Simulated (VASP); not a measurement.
Input:

```xyz
4
Lattice="4.7463 0.0000 0.0000 0.0000 4.7463 0.0000 0.0000 0.0000 4.2560" Properties=species:S:1:pos:R:3 pbc="T T T"
Zn     2.3731     0.0000     4.0209
Zn     0.0000     2.3731     0.2351
S      0.0000     0.0000     0.0000
S      2.3731     2.3731     0.0000
```

Computed with r2SCAN meta-GGA, VASP's PBE PAW potentials (set 64) (plane waves; VASP). Numerical set-up: 400 eV cut-off, 7×7×8 Γ-centred mesh, tetrahedra with Blöchl corrections, potentials Zn S.

Task: Estimate the energy per atom (σ→0), band gap (over mesh and band path) with the smallest direct gap where there is one.

Result: 
```yaml
band gap (over mesh and band path): none (metal, semimetal or under 0.01 eV)
energy per atom (σ→0): -8.780 eV/atom
```

Only differences to runs with the same potentials and settings are physical.

The structure was generated: ZnS was put into the litharge type (P4/nmm), which need not be its known phase. It was relaxed first, which changed the volume by +24 %.
